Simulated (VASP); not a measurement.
# GaBiSe3 in VASP: a series of runs, part 2 of 2

VASP 6.6.1.

**4. Relaxation of cell and atoms, PBE**

This run uses another cell than the first one: it holds 10 atoms, not 5.

File INCAR:

```
SYSTEM = GaBiSe3
  ALGO = Fast
  EDIFF = 1E-4
  EDIFFG = -0.08
  ENCUT = 520
  GGA = PE
  IBRION = 2
  ISIF = 3
  ISMEAR = 0
  LASPH = .TRUE.
  LCHARG = .FALSE.
  LREAL = Auto
  LWAVE = .FALSE.
  NELM = 60
  NSW = 24
  PREC = Normal
  SIGMA = 0.15
```

File KPOINTS:

```
k-points
0
G
  3 3 3
  0 0 0
```

File POSCAR:

```
GaBiSe3
1.0
    0.0000000000      5.0588120800      5.0588120800
    5.0588120800      0.0000000000      5.0588120800
    5.0588120800      5.0588120800      0.0000000000
Ga Bi Se
2 2 6
Direct
    0.7500000000      0.7500000000      0.7500000000
    0.2500000000      0.2500000000      0.2500000000
    0.5000000000      0.5000000000      0.5000000000
    0.0000000000      0.0000000000      0.0000000000
    0.7706846400      0.2293153600      0.2293153600
    0.2293153600      0.2293153600      0.7706846400
    0.2293153600      0.7706846400      0.7706846400
    0.2293153600      0.7706846400      0.2293153600
    0.7706846400      0.2293153600      0.7706846400
    0.7706846400      0.7706846400      0.2293153600
```

Potentials or basis: VASP PAW PBE potentials, release 64 (Ga_d, Bi_d, Se).

On the command line:

```bash
> cat potpaw_PBE.64/Ga_d/POTCAR potpaw_PBE.64/Bi_d/POTCAR potpaw_PBE.64/Se/POTCAR > POTCAR
> mpirun -np 1 vasp_std > vasp.out
```

OUTCAR:

```text
SYSTEM = GaBiSe3
   EDIFF = 1E-4
   EDIFFG = -0.08
   ENCUT = 520
   GGA = PE
   IBRION = 2
   ISIF = 3
   ISMEAR = 0
   LASPH = .TRUE.
   LREAL = Auto
   NELM = 60
   NSW = 24
   PREC = Normal

 ion  position               nearest neighbor table
   1  0.750  0.750  0.750-
   2  0.250  0.250  0.250-
   3  0.500  0.500  0.500-   5 2.74   6 2.74   7 2.74   8 2.74   9 2.74  10 2.74
   4  0.000  0.000  0.000-   5 2.32   6 2.32   7 2.32   8 2.32   9 2.32  10 2.32
   5  0.771  0.229  0.229-   4 2.32   3 2.74
   6  0.229  0.229  0.771-   4 2.32   3 2.74
   7  0.229  0.771  0.771-   4 2.32   3 2.74
   8  0.229  0.771  0.229-   4 2.32   3 2.74
   9  0.771  0.229  0.771-   4 2.32   3 2.74
  10  0.771  0.771  0.229-   4 2.32   3 2.74

  LATTYP: Found a face centered cubic cell.
 ALAT       =    10.1176241600

[... 185 lines left out ...]
  -------------------------------------------------------------------------------------
  Total       36.7695548     36.7695548     36.7695548      0.0000000      0.0000000     -0.0000000
  in kB      227.5219582    227.5219582    227.5219582      0.0000000      0.0000000     -0.0000000
  external PRESSURE =     227.5219582 kB  Pullay stress =       0.0000000 kB
[... 207 lines left out ...]
--------------------------------------- Ionic step        6  -------------------------------------------

 number of electron      91.9999848 magnetization

 Free energy of the ion-electron system (eV)
  ---------------------------------------------------
  ext. energy  EPLUGINS =         0.00000000
  ---------------------------------------------------
  free energy    TOTEN  =       -31.59998134 eV

  energy without entropy =      -31.46658415  energy(sigma->0) =      -31.53328275

 E-fermi :   1.5868     XC(G=0):  -8.3300

 val. band max:        1.4647250248   @ k =   0.3333   0.3333   0.0000
 cond. band min:       1.6161734263   @ k =  -0.3333   0.3333   0.0000
 fundamental gap:      0.1514484015
 Fermi energy:         1.5868411655

 k-point     1 :       0.0000    0.0000    0.0000
  band No.  band energies     occupation
      1     -21.1811      2.00000
      2     -21.1811      2.00000
      3     -21.1705      2.00000
      4     -21.1705      2.00000
      5     -21.1058      2.00000
      6     -21.1058      2.00000
[... 258 lines left out ...]
  FREE ENERGIE OF THE ION-ELECTRON SYSTEM (eV)
  ---------------------------------------------------
  free  energy   TOTEN  =       -31.5999813428 eV

  energy  without entropy=      -31.4665841473  energy(sigma->0) =      -31.53328275

 reached required accuracy - stopping structural energy minimisation
```

OSZICAR:

```text
N       E                     dE             d eps       ncg     rms          rms(c)
DAV:   1     0.101404188525E+04    0.10140E+04   -0.41802E+04   486   0.196E+03
DAV:   2     0.139009223184E+03   -0.87503E+03   -0.85191E+03   487   0.581E+02
DAV:   3    -0.144436248562E+02   -0.15345E+03   -0.14838E+03   522   0.198E+02
[... 61 lines left out ...]
RMM:   3    -0.315998433749E+02    0.26313E-01   -0.12547E-01   510   0.227E+00    0.193E-01
RMM:   4    -0.316000611309E+02   -0.21776E-03   -0.12962E-02   567   0.594E-01    0.172E-01
RMM:   5    -0.315999040941E+02    0.15704E-03   -0.26135E-03   559   0.308E-01    0.690E-02
RMM:   6    -0.315999589017E+02   -0.54808E-04   -0.10730E-03   403   0.160E-01    0.109E-02
RMM:   7    -0.315999813428E+02   -0.22441E-04   -0.35893E-04   312   0.943E-02
   6 F= -.31599981E+02 E0= -.31533283E+02  d E =-.130635E-01
```

It took 3.2 min on 1 thread of Intel Xeon Platinum 8375C at 2.90GHz (Ice Lake), shared host; peak memory 0.27 GiB.

Results:

```yaml
Free_energy: -31.6000 eV
Relaxed_volume: 33.90 Å³/atom
Relaxed_cell: a = 7.827 Å, b = 7.827 Å, c = 7.827 Å, α = 60.00°, β = 60.00°, γ = 60.00°
Space_group_after_relaxing_to_0.05_Å: Pm-3m (No. 221)
Energy_gained_by_relaxing: 684.4 meV/atom
Ionic_steps: 6
Pressure_after_relaxing: 0.2 GPa
Largest_force_after_relaxing: 0.004 eV/Å
Band_gap_on_the_k_mesh: none (metal or under the smearing width)
```

Forces in eV/Å, atoms in the order of the input:
```
Ga   0.000  0.000  0.000
Ga   0.000  0.000  0.000
Bi   0.000  0.000  0.000
Bi   0.000  0.000  0.000
Se  -0.004  0.000  0.000
Se   0.000  0.000 -0.004
Se   0.004  0.000  0.000
Se   0.000 -0.004  0.000
Se   0.000  0.004  0.000
Se   0.000  0.000  0.004
```

Step by step:
```
step  energy change (eV)  largest force (eV/Å)  pressure (GPa)  volume (Å³)
   1              0.0000                6.1416           22.75       258.93
   2             -5.4763                0.4527           -3.96       422.60
   3             -6.8304                0.1884           -0.23       344.61
   4             -6.8313                0.1643           -0.36       346.49
   5             -6.8414                0.0960           -0.25       343.71
   6             -6.8444                0.0042            0.24       339.00
```

Final structure:
```
Ga Bi Se
1.0
     0.00000    5.53423    5.53423
     5.53423    0.00000    5.53423
     5.53423    5.53423    0.00000
Ga Bi Se
2 2 6
Direct
  0.75000 0.75000 0.75000
  0.25000 0.25000 0.25000
  0.50000 0.50000 0.50000
  0.00000 0.00000 0.00000
  0.74990 0.25010 0.25010
  0.25010 0.25010 0.74990
  0.25010 0.74990 0.74990
  0.25010 0.74990 0.25010
  0.74990 0.25010 0.74990
  0.74990 0.74990 0.25010
```

Caveat: the volume moved by over 15 % at a fixed basis, so the end points are rough; spin-orbit coupling is left out, which moves the levels of the heavy elements; the relaxation stopped at a loose force limit of 0.08 eV/Å, so its end isn't a converged minimum.
